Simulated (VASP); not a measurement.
Level of theory: PBE GGA, VASP's PBE PAW potentials (set 64) (plane waves; VASP 6.6.1).

A VASP calculation is set up with these files.

INCAR:
```
! general
SYSTEM =Sc
PREC   =Accurate
ENCUT  =400
LREAL  =F
LASPH  =T
NBANDS =13

! electronic loop
EDIFF  =1E-6
NELM   =100
ALGO   =Normal
LMAXMIX=4

! smearing
ISMEAR =1
SIGMA  =0.1

! functional
GGA    =PE

! ions
ISIF   =2

! output
LWAVE  =F
LCHARG =F
```

File KPOINTS:
```
kpoints
0
G
11 11 6
0 0 0
```

**POSCAR**
```
Sc
10.75080
  0.1570208729  -0.2719681326   0.0000000000
  0.1570208729   0.2719681326   0.0000000000
  0.0000000000   0.0000000000   0.5000000000
Sc
2
Cart
  0.1570208729   0.0906562255   0.1250000000
  0.1570208729  -0.0906562255   0.3750000000
```

POTCAR, in this order: Sc_sv (PBE.64 set). Program: vasp_std.

Output

**OSZICAR**
```
       N       E                     dE             d eps       ncg     rms          rms(c)
DAV:   1     0.375955580523E+03    0.37596E+03   -0.98535E+03  1704   0.145E+03
DAV:   2     0.104077926041E+02   -0.36555E+03   -0.36174E+03  2508   0.770E+02
DAV:   3    -0.130691913073E+02   -0.23477E+02   -0.23056E+02  2625   0.209E+02
DAV:   4    -0.139643742848E+02   -0.89518E+00   -0.84687E+00  2672   0.333E+01
DAV:   5    -0.139871023592E+02   -0.22728E-01   -0.22416E-01  2770   0.436E+00    0.719E+00
DAV:   6    -0.126227431571E+02    0.13644E+01   -0.33452E+00  2029   0.263E+01    0.212E+00
DAV:   7    -0.124623043846E+02    0.16044E+00   -0.79029E-01  2189   0.114E+01    0.930E-01
DAV:   8    -0.124533395209E+02    0.89649E-02   -0.53914E-02  2214   0.367E+00    0.309E-01
DAV:   9    -0.124505956052E+02    0.27439E-02   -0.18448E-02  2239   0.172E+00    0.289E-02
DAV:  10    -0.124506266876E+02   -0.31082E-04   -0.39765E-04  2660   0.288E-01    0.109E-02
DAV:  11    -0.124506301704E+02   -0.34828E-05   -0.84823E-05  1920   0.412E-02    0.388E-03
DAV:  12    -0.124506358134E+02   -0.56430E-05   -0.25863E-05  1727   0.227E-02    0.160E-03
DAV:  13    -0.124506358961E+02   -0.82726E-07   -0.81324E-06  1682   0.988E-03
   1 F= -.12450636E+02 E0= -.12450774E+02  d E =0.414416E-03
```

**OUTCAR**
```
------------------------ aborting loop because EDIFF is reached ----------------------------------------
  FORCE on cell =-STRESS in cart. coord.  units (eV):
  Direction    XX          YY          ZZ          XY          YZ          ZX
  --------------------------------------------------------------------------------------
  Total       -1.0466696     -1.0466696     -1.4800693     -0.0000000     -0.0000000      0.0000000
  in kB      -31.6025722    -31.6025729    -44.6884079     -0.0000000     -0.0000000      0.0000000
  external PRESSURE =     -35.9645177 kB  Pullay stress =       0.0000000 kB
  volume of cell :       53.06
      direct lattice vectors                 reciprocal lattice vectors
     1.688100000 -2.923875000  0.000000000     0.296190984 -0.171005942  0.000000000
     1.688100000  2.923875000  0.000000000     0.296190984  0.171005942  0.000000000
     0.000000000  0.000000000  5.375400000     0.000000000  0.000000000  0.186032667
 POSITION                                       TOTAL-FORCE (eV/Angst)
 -----------------------------------------------------------------------------------
      1.68810      0.97463      1.34385        -0.000000      0.000000      0.000000
      1.68810     -0.97463      4.03155         0.000000     -0.000000      0.000000
 -----------------------------------------------------------------------------------
    total drift:                                0.000132      0.000710     -0.000015
  FREE ENERGIE OF THE ION-ELECTRON SYSTEM (eV)
  ---------------------------------------------------
  free  energy   TOTEN  =       -12.4506358961 eV

  energy  without entropy=      -12.4510503125  energy(sigma->0) =      -12.45077403
```
(Selected blocks of OUTCAR.)

The compound is Sc in the hcp structure. The cell was not relaxed at this level. The run is one of a series of settings (NBANDS = 13 against the base run), some of them coarse on purpose.
